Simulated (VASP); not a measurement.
Here is the system:

```
Lu
1.0
    1.74511    -3.02262     0.00000
    1.74511     3.02262     0.00000
    0.00000     0.00000     5.44974
Lu
2
Direct
  0.33333   0.66667   0.25000
  0.66667   0.33333   0.75000
```

Calculation: PBE GGA with D4 dispersion, VASP's PBE PAW potentials (set 64) (plane waves; VASP 6.6.1). Settings: 520 eV cut-off, Gaussian smearing of 0.050 eV, potentials Lu_3.

Q: Give the energies of bands 7 to 12 at the high-symmetry points, in eV from the Fermi level.

A: 
| band | Γ | M | K | A | L | H |
|---|---|---|---|---|---|---|
| 7 | -6.09 | -2.37 | -0.98 | -4.39 | -2.13 | -0.63 |
| 8 | -2.43 | -1.41 | -0.98 | -4.39 | -2.13 | -0.63 |
| 9 | 0.73 | -0.85 | -0.69 | 1.22 | 0.12 | -0.47 |
| 10 | 2.21 | -0.33 | -0.62 | 1.22 | 0.12 | -0.47 |
| 11 | 2.22 | 1.64 | 1.32 | 2.12 | 1.40 | 0.39 |
| 12 | 2.66 | 1.88 | 1.32 | 2.12 | 1.40 | 0.39 |

It has no gap at this level: it comes out as a metal or semimetal.

The compound is Lu in the hcp structure. It was relaxed first.
